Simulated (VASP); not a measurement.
Data:

```yaml
crystal:
  lattice:
    - [3.92482, 0.00000, 0.00000]
    - [0.00000, 3.92482, 0.00000]
    - [0.00000, 0.00000, 5.65824]
  atoms:
    - { symbol: Zn, position: [0.00000, 0.00000, 0.50000] }
    - { symbol: Cd, position: [0.50000, 0.50000, 0.00000] }
    - { symbol: S, position: [0.50000, 0.00000, 0.27598] }
    - { symbol: S, position: [0.00000, 0.50000, 0.72402] }
```

These are PBEsol GGA, VASP's PBE PAW potentials (set 64) (plane waves; VASP) values and carry that method's errors. Run with 400 eV cut-off, 6×6×5 Γ-centred mesh, tetrahedra with Blöchl corrections, potentials Zn Cd S.

The cores are frozen, which limits the accuracy of field gradients.

Give the principal components of the electric field gradient (V/Å²) and the asymmetry η at each nucleus.

| atom | Vxx | Vyy | Vzz | η |
|---|---|---|---|---|
| Zn1 | -7.3 | -7.3 | 14.5 | 0.00 |
| Cd2 | 17.4 | 17.4 | -34.8 | 0.00 |
| S3 | 11.6 | 6.1 | -17.7 | 0.31 |
| S4 | 11.6 | 6.1 | -17.7 | 0.31 |

The structure comes from a computed database's ZnCdS2 entry (P-4m2); how it stands against other phases isn't given here. It was relaxed first.
